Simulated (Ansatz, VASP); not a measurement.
**Two plane-wave programs on AlC**

```
CELL_PARAMETERS angstrom
2.69250 0.00000 0.00000
0.00000 2.69250 0.00000
0.00000 0.00000 2.69250
ATOMIC_POSITIONS crystal
Al 0.00000 0.00000 0.00000
C 0.50000 0.50000 0.50000
```

Alike in both runs: functional PBE; k mesh 6 × 6 × 6; occupations gaussian, width 0.1 eV; no spin polarisation.

Ansatz relaxed the structure, and its values are those at the end. VASP's run is a single point on that final structure, the one shown.

|  | VASP | Ansatz |
| --- | --- | --- |
| version | VASP 6.6.1 | Ansatz 0.2.0 |
| potentials or method | VASP PAW PBE potentials, release 64 (Al, C) | scalar-relativistic, plane waves, PAW |
| plane-wave cutoff (eV) | 520 | 420 |
| valence electrons in the cell | 7 | 7 |

|  | VASP | Ansatz | Ansatz less VASP |
| --- | --- | --- | --- |
| gap on the k mesh at the Fermi level (eV) | none | none | - |
| pressure (GPa) | -0.2 | -0.2 | +0.01 |

A gap of «none» marks a metal or a gap that the smearing closes.

Caveats: the k mesh is coarse (spacing up to 0.39 Å⁻¹), so the values aren't converged.
